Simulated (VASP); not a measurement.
Input:

```xyz
2
Lattice="0.0000 2.7521 2.7521 2.7521 0.0000 2.7521 2.7521 2.7521 0.0000" Properties=species:S:1:pos:R:3 pbc="T T T"
Mg     0.0000     0.0000     0.0000
Se     2.7521     2.7521     2.7521
```

Computed with modified Becke-Johnson potential (mBJ), VASP's PBE PAW potentials (set 64) (plane waves; VASP). Run with 520 eV cut-off, 6×6×6 Γ-centred mesh, Gaussian smearing of 0.050 eV, potentials Mg Se.

mBJ is a potential without an energy functional, so only the levels count.

Question: Predict the band gap (over mesh and band path) with the smallest direct gap where there is one.

Answer: 
```
Quantity                                         Value
---------------------------------------------  -------
band gap (over mesh and band path)             2.74 eV
smallest direct gap (over mesh and band path)  3.60 eV
```

The absolute energy has meaning only against runs of the same code, potentials and settings.

The compound is MgSe in the rock salt structure. It was relaxed first. The cell's shape comes from a PBE relaxation.
